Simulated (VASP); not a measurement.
VASP ran on this input.

**POSCAR**
```
GeSn
1.0
  3.5294138174   0.0000000000   0.0000000000
  0.0000000000   3.5294138174   0.0000000000
  0.0000000000   0.0000000000   3.5294138174
Ge Sn
1 1
Cartesian
  0.0000000000   0.0000000000   0.0000000000
  1.7647069087   1.7647069087   1.7647069087
```

**INCAR**
```
! general
SYSTEM  = GeSn
PREC    = Accurate
ENCUT   = 500
LREAL   = .FALSE.
LASPH   = .TRUE.   ! aspherical one-centre terms

! electronic loop
EDIFF   = 1E-6   ! SCF stop (eV)
NELM    = 100
ALGO    = Normal   ! blocked Davidson
LMAXMIX = 4

! smearing
ISMEAR  = 1   ! Methfessel-Paxton
SIGMA   = 0.1

! functional
GGA     = PS

! ions
IBRION  = 2
NSW     = 40   ! most ionic steps
ISIF    = 3
EDIFFG  = -0.02   ! ionic stop

! output
LWAVE   = .FALSE.
LCHARG  = .FALSE.
```

### KPOINTS
```
Automatic mesh
0
G
 10 10 10
0 0 0
```

POTCAR, in this order: Ge_d Sn_d (PBE.64 set). Program: vasp_std.

Problem. Write an equivalent input for Quantum ESPRESSO's pw.x.

Solution. One equivalent input (not run):
```
&CONTROL
  calculation = 'vc-relax'
  pseudo_dir = './pseudo'
  outdir = './out'
  tprnfor = .true.
  tstress = .true.
  nstep = 40
  forc_conv_thr = 0.00078
/
&SYSTEM
  ibrav = 0
  nat = 2
  ntyp = 2
  ecutwfc = 78
  occupations = 'smearing'
  smearing = 'methfessel-paxton'
  degauss = 0.00735
  input_dft = 'pbesol'
/
&ELECTRONS
  conv_thr = 7.3e-08
  electron_maxstep = 100
/
&IONS
/
&CELL
/
ATOMIC_SPECIES
  Ge 72.630 Ge.upf
  Sn 118.710 Sn.upf
CELL_PARAMETERS angstrom
     3.5294138   -0.0000000    0.0000000
     0.0000000    3.5294138    0.0000000
    -0.0000000   -0.0000000    3.5294138
ATOMIC_POSITIONS crystal
  Ge   0.0000000  0.0000000  0.0000000
  Sn   0.5000000  0.5000000  0.5000000
K_POINTS automatic
  10 10 10 0 0 0
```
The two are equivalent in intent, not identical: the potentials are each code's own (VASP's PAW set, PseudoDojo norm-conserving files in pw.x), so ENCUT and ecutwfc are chosen apart and not converted; conv_thr bounds pw.x's estimated SCF error, while EDIFF bounds the energy change between steps; forc_conv_thr acts on force components and is met together with etot_conv_thr.

The structure was generated: GeSn was put into the CsCl type type (Pm-3m), which need not be its known phase. It was relaxed first, which changed the volume by +15 %.
